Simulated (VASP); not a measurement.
An input for Quantum ESPRESSO's pw.x (written as the equivalent of a VASP run, and not itself run):

```
&CONTROL
  calculation = 'scf'
  pseudo_dir = './pseudo'
  outdir = './out'
  tprnfor = .true.
  tstress = .true.
/
&SYSTEM
  ibrav = 0
  nat = 2
  ntyp = 2
  ecutwfc = 96
  occupations = 'smearing'
  smearing = 'fermi-dirac'
  degauss = 0.009996
  input_dft = 'pz'
  nspin = 2
  starting_magnetization(1) = 0.4
/
&ELECTRONS
  conv_thr = 7.3e-08
  electron_maxstep = 100
/
ATOMIC_SPECIES
  Mn 54.938 Mn.upf
  Ir 192.217 Ir.upf
CELL_PARAMETERS angstrom
     2.6950940    0.0000000    0.0000000
     0.0000000    2.6950940    0.0000000
     0.0000000    0.0000000    3.6018340
ATOMIC_POSITIONS crystal
  Mn   0.5000000  0.5000000  0.5000000
  Ir   0.0000000  0.0000000  0.0000000
K_POINTS automatic
  3 3 2 0 0 0
```

Problem. Write the VASP files for the same calculation (LDA).

Solution. Several could match; the one computed here: 
**POSCAR**
```
MnIr
1
    2.6950940000     0.0000000000     0.0000000000
    0.0000000000     2.6950940000     0.0000000000
    0.0000000000     0.0000000000     3.6018340000
Mn Ir
1 1
Direct
  0.5000000000   0.5000000000   0.5000000000
  0.0000000000   0.0000000000   0.0000000000
```

KPOINTS:
```
K-points
0
G
3 3 2
0 0 0
```

### INCAR
```
# general
SYSTEM  = MnIr
PREC    = Accurate
ENCUT   = 300
LREAL   = .FALSE.
LASPH   = .TRUE.

# electronic loop
EDIFF   = 1E-6
NELM    = 100
ALGO    = Normal
LMAXMIX = 6

# smearing
ISMEAR  = -1
SIGMA   = 0.136

# spin
ISPIN   = 2
MAGMOM  = 4.0 0.0

# ions
ISIF    = 2

# output
LWAVE   = .FALSE.
LCHARG  = .FALSE.
LORBIT  = 11
```

POTCAR, in this order: Mn_pv Ir (LDA.64 set). Program: vasp_std.

The two are equivalent in intent, not identical: the potentials are each code's own (VASP's PAW set, PseudoDojo norm-conserving files in pw.x), so ENCUT and ecutwfc are chosen apart and not converted; conv_thr bounds pw.x's estimated SCF error, while EDIFF bounds the energy change between steps; starting_magnetization is a fraction of the valence charge and MAGMOM a moment in μB, so they match only roughly.

The structure comes from a measured MnIr entry (P4/mmm) of the Crystallography Open Database, whose conditions weren't checked. The cell was not relaxed at this level. The k-mesh is coarse (spacing up to 0.87 per Å, 2π included), so the numbers may not be converged in it. The run is one of a series of settings (KPOINTS 3×3×2 Γ-centred mesh against the base run), some of them coarse on purpose.
